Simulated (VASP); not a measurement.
VASP ran on this input.

POSCAR:
```
CdS
1
    2.1513222415    -3.7261992339    -0.0000000000
    2.1513222415     3.7261992339    -0.0000000000
   -0.0000000000     0.0000000000     7.0043476208
Cd S
2 2
Direct
  0.6666670000   0.3333330000   0.5001337075
  0.3333330000   0.6666670000   0.0001337075
  0.6666670000   0.3333330000   0.8768662925
  0.3333330000   0.6666670000   0.3768662925
```

**INCAR**
```
# general
SYSTEM    =  CdS
PREC      =  Accurate
ENCUT     =  520   # plane-wave cut-off (eV)
LREAL     =  F   # projection in real space or not
LASPH     =  T   # aspherical one-centre terms

# electronic loop
EDIFF     =  1E-6   # SCF stop (eV)
NELM      =  100   # most electronic steps
ALGO      =  Normal
LMAXMIX   =  4   # l cut-off of mixed one-centre charges

# smearing
ISMEAR    =  0
SIGMA     =  0.05   # width (eV)

# functional
GGA       =  ML
LUSE_VDW  =  T
AGGAC     =  0.0
ZAB_VDW   =  -1.8867

# ions
IBRION    =  2   # conjugate gradients
NSW       =  60   # most ionic steps
ISIF      =  3   # ions, shape and volume
EDIFFG    =  -0.02

# output
LWAVE     =  F
LCHARG    =  F
```

**KPOINTS**
```
Automatic mesh
0
Gamma
6 6 3
0 0 0
```

POTCAR, in this order: Cd S (PBE.64 set). Program: vasp_std.

### Question
Translate this vdW-DF2 calculation to Quantum ESPRESSO's pw.x.

### Answer
One equivalent input (not run):
```
&CONTROL
  calculation = 'vc-relax'
  pseudo_dir = './pseudo'
  outdir = './out'
  tprnfor = .true.
  tstress = .true.
  nstep = 60
  forc_conv_thr = 0.00078
/
&SYSTEM
  ibrav = 0
  nat = 4
  ntyp = 2
  ecutwfc = 102
  occupations = 'smearing'
  smearing = 'gaussian'
  degauss = 0.003675
  input_dft = 'vdw-df2'
/
&ELECTRONS
  conv_thr = 7.3e-08
  electron_maxstep = 100
/
&IONS
/
&CELL
/
ATOMIC_SPECIES
  Cd 112.414 Cd.upf
  S 32.060 S.upf
CELL_PARAMETERS angstrom
     2.1513222   -3.7261992   -0.0000000
     2.1513222    3.7261992   -0.0000000
    -0.0000000    0.0000000    7.0043476
ATOMIC_POSITIONS crystal
  Cd   0.6666670  0.3333330  0.5001337
  Cd   0.3333330  0.6666670  0.0001337
  S    0.6666670  0.3333330  0.8768663
  S    0.3333330  0.6666670  0.3768663
K_POINTS automatic
  6 6 3 0 0 0
```
What does not carry over: the potentials are each code's own (VASP's PAW set, PseudoDojo norm-conserving files in pw.x), so ENCUT and ecutwfc are chosen apart and not converted; conv_thr bounds pw.x's estimated SCF error, while EDIFF bounds the energy change between steps; forc_conv_thr acts on force components and is met together with etot_conv_thr.

The compound is CdS in the wurtzite structure. It was relaxed first, which changed the volume by +13 %. The start is the result of an earlier pass.
